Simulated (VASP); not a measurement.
Given:

```
CELL_PARAMETERS angstrom
      3.94328     0.00000     0.00000
     -1.97164     3.41498     0.00000
      0.00000     0.00000     3.78441
ATOMIC_POSITIONS crystal
  Te 0.00000 0.00000 0.00000
  Cu 0.33333 0.66667 0.38014
  Cu 0.66667 0.33333 0.61986
```

Computed with PBEsol GGA, VASP's PBE PAW potentials (set 64) (plane waves; VASP). Numerical set-up: 400 eV cut-off, Gaussian smearing of 0.050 eV, potentials Te Cu.

Without a dispersion term in the relaxation, distances and binding between the weakly bound layers, chains or molecules are unreliable, and so is what depends on them.

Give the energies of bands 4 to 17 at the high-symmetry points, in eV from the Fermi level.

```
band      Γ      M      K      A      L      H
----  -----  -----  -----  -----  -----  -----
4     -3.86  -3.88  -3.48  -4.08  -4.20  -5.22
5     -3.54  -3.83  -3.48  -3.60  -3.90  -3.45
6     -3.54  -3.44  -3.46  -3.60  -3.50  -3.45
7     -3.26  -2.88  -3.40  -2.80  -3.42  -3.25
8     -2.92  -2.85  -2.99  -2.60  -2.73  -2.67
9     -2.92  -2.52  -2.88  -2.60  -2.68  -2.67
10    -2.35  -2.46  -2.88  -2.30  -2.59  -2.66
11    -2.35  -2.44  -2.31  -2.21  -2.47  -2.21
12    -1.25  -2.28  -2.31  -2.21  -2.18  -1.76
13    -1.05  -2.26  -2.30   0.29  -2.12  -1.71
14     0.48   0.10   0.70   0.29  -1.35  -1.71
15     0.48   0.86   4.06   3.44   0.40  -1.10
16     3.76   3.77   4.29   3.89   2.70  -1.10
17     3.76   4.07   4.29   6.38   2.85   7.55
```

It has no gap at this level: it comes out as a metal or semimetal.

The structure was generated: Cu2Te was put into the CdI2 type (P-3m1), which need not be its known phase. It was relaxed first, which changed the volume by -32 %.
